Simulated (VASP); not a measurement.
Here is the system:

```
CELL_PARAMETERS angstrom
      0.00000     3.52544     3.52544
      3.52544     0.00000     3.52544
      3.52544     3.52544     0.00000
ATOMIC_POSITIONS crystal
  Rb 0.00000 0.00000 0.00000
  Br 0.50000 0.50000 0.50000
```

Method: AM05 GGA, VASP's PBE PAW potentials (set 64) (plane waves; VASP). Numerical set-up: 520 eV cut-off, 7×7×7 Γ-centred mesh, Gaussian smearing of 0.050 eV, potentials Rb_sv Br.

Q: Predict the energy per atom (σ→0), band gap (on the k-mesh) with the smallest direct gap where there is one.

A: 
```
Item                                          Value
-----------------------------------  --------------
band gap (on the k-mesh)                    4.23 eV
smallest direct gap (on the k-mesh)         4.23 eV
energy per atom (σ→0)                -3.011 eV/atom
```

The compound is RbBr in the rock salt structure. This cell is one point of a volume scan, at 1.03 of the reference volume.
